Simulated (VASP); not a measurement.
```
CELL_PARAMETERS angstrom
      0.00000     2.46873     2.46873
      2.46873     0.00000     2.46873
      2.46873     2.46873     0.00000
ATOMIC_POSITIONS crystal
  Eu 0.00000 0.00000 0.00000
  O  0.50000 0.50000 0.50000
```

Calculation: rev-vdW-DF2, VASP's PBE PAW potentials (set 64) (plane waves; VASP 6.6.1). Numerical set-up: 520 eV cut-off, Gaussian smearing of 0.050 eV, potentials Eu_2 O.

The 4f electrons are frozen in the core of the lanthanide potential, so 4f levels, which can set the real gap, and their magnetism are missing.

**Question.** Give the energies of bands 5 to 10 at the high-symmetry points, in eV from the valence-band maximum.

**Answer.** 
```json
[
 {"band": "5", "Γ": "-0.09", "X": "-0.07", "U": "-1.12", "L": "-2.69", "W": "-1.52"},
 {"band": "6", "Γ": "-0.09", "X": "0.00", "U": "-0.74", "L": "-1.63", "W": "-0.26"},
 {"band": "7", "Γ": "-0.09", "X": "0.00", "U": "-0.22", "L": "-1.63", "W": "-0.26"},
 {"band": "8", "Γ": "4.59", "X": "2.62", "U": "4.50", "L": "6.75", "W": "5.99"},
 {"band": "9", "Γ": "6.00", "X": "8.54", "U": "8.38", "L": "9.30", "W": "5.99"},
 {"band": "10", "Γ": "6.00", "X": "10.96", "U": "9.66", "L": "9.30", "W": "9.44"}
]
```

The gap is direct, 2.62 eV, from the valence maximum at X to the conduction minimum at X.

The compound is EuO in the rock salt structure. It was relaxed first, which changed the volume by -11 %.
